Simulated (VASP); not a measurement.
Input:

```
PdGe
1.0
    3.09043     0.00000     0.00000
    0.00000     3.09043     0.00000
    0.00000     0.00000     3.09043
Pd Ge
1 1
Cartesian
  0.00000   0.00000   0.00000
  1.54521   1.54521   1.54521
```

Method: r2SCAN meta-GGA, VASP's PBE PAW potentials (set 64) (plane waves; VASP 6.6.1). Run with 400 eV cut-off, 11×11×11 Γ-centred mesh, first-order Methfessel-Paxton smearing of 0.10 eV, potentials Pd Ge_d.

Energy and stress use the plane-wave basis of the starting cell.

Q: The ions, cell shape and volume are relaxed. Predict the relaxed structure.

A: 
```
PdGe
1.0
    3.13399     0.00000     0.00000
    0.00000     3.13399     0.00000
    0.00000     0.00000     3.13399
Pd Ge
1 1
Direct
  0.00000   0.00000   0.00000
  0.50000   0.50000   0.50000
```
Space group Pm-3m (221), at a tolerance of 0.03 Å.

Q: How do energy and volume change from the first to the last step?

A: The energy (σ→0) changes by -13.0 meV/atom and the volume by +4.3 %, in 3 ionic steps.

| step | E(σ→0) (eV) | max force (eV/Å) | pressure (GPa) | volume (Å³) |
|---|---|---|---|---|
| 1 | -37.1107 | 0.000 | 7.01 | 29.52 |
| 2 | -37.1025 | 0.000 | -6.36 | 32.36 |
| 3 | -37.1367 | 0.000 | -0.02 | 30.78 |

The structure was generated: GePd was put into the CsCl type (Pm-3m), which need not be its known phase. This run relaxes it. Symmetry was kept, so distortions that lower it aren't found.
